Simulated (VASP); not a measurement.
An input for Quantum ESPRESSO's pw.x (written as the equivalent of a VASP run, and not itself run):

```
&CONTROL
  calculation = 'vc-relax'
  pseudo_dir = './pseudo'
  outdir = './out'
  tprnfor = .true.
  tstress = .true.
  nstep = 60
  forc_conv_thr = 0.00078
/
&SYSTEM
  ibrav = 0
  nat = 5
  ntyp = 3
  ecutwfc = 84
  occupations = 'smearing'
  smearing = 'gaussian'
  degauss = 0.003675
  input_dft = 'vdw-df-cx'
/
&ELECTRONS
  conv_thr = 7.3e-08
  electron_maxstep = 100
/
&IONS
/
&CELL
/
ATOMIC_SPECIES
  Ba 137.327 Ba.upf
  Hf 178.490 Hf.upf
  O 15.999 O.upf
CELL_PARAMETERS angstrom
     4.1548964   -0.0000000    0.0000000
    -0.0000000    4.1548964    0.0000000
     0.0000000    0.0000000    4.1548964
ATOMIC_POSITIONS crystal
  Ba   0.0000000  0.0000000  0.0000000
  Hf   0.5000000  0.5000000  0.5000000
  O    0.5000000  0.0000000  0.5000000
  O    0.0000000  0.5000000  0.5000000
  O    0.5000000  0.5000000  0.0000000
K_POINTS automatic
  5 5 5 0 0 0
```

**Question.** Write the VASP files for the same calculation (vdW-DF-cx).

**Answer.** This is not unique; one that fits is 
### POSCAR
```
BaHfO3
1
    4.1548964234    -0.0000000000     0.0000000000
   -0.0000000000     4.1548964234     0.0000000000
    0.0000000000     0.0000000000     4.1548964234
Ba Hf O
1 1 3
Direct
  0.0000000000   0.0000000000   0.0000000000
  0.5000000000   0.5000000000   0.5000000000
  0.5000000000   0.0000000000   0.5000000000
  0.0000000000   0.5000000000   0.5000000000
  0.5000000000   0.5000000000   0.0000000000
```

**INCAR**
```
SYSTEM = BaHfO3
PREC = Accurate
ENCUT = 520
EDIFF = 1E-6
NELM = 100
ALGO = Normal
LREAL = .FALSE.
LASPH = .TRUE.
ISMEAR = 0
SIGMA = 0.05
GGA = CX
LUSE_VDW = .TRUE.
AGGAC = 0.0
LMAXMIX = 6
LWAVE = .FALSE.
LCHARG = .FALSE.
IBRION = 2
ISIF = 3
NSW = 60
EDIFFG = -0.02
```

### KPOINTS
```
Automatic mesh
0
Gamma
5 5 5
0 0 0
```

POTCAR, in this order: Ba_sv Hf_pv O (PBE.64 set). Program: vasp_std.

The two are equivalent in intent, not identical: the potentials are each code's own (VASP's PAW set, PseudoDojo norm-conserving files in pw.x), so ENCUT and ecutwfc are chosen apart and not converted; conv_thr bounds pw.x's estimated SCF error, while EDIFF bounds the energy change between steps; forc_conv_thr acts on force components and is met together with etot_conv_thr.

The compound is BaHfO3 in the cubic perovskite structure. This run relaxes it. Symmetry was kept, so distortions that lower it aren't found. The start is the result of an earlier pass.
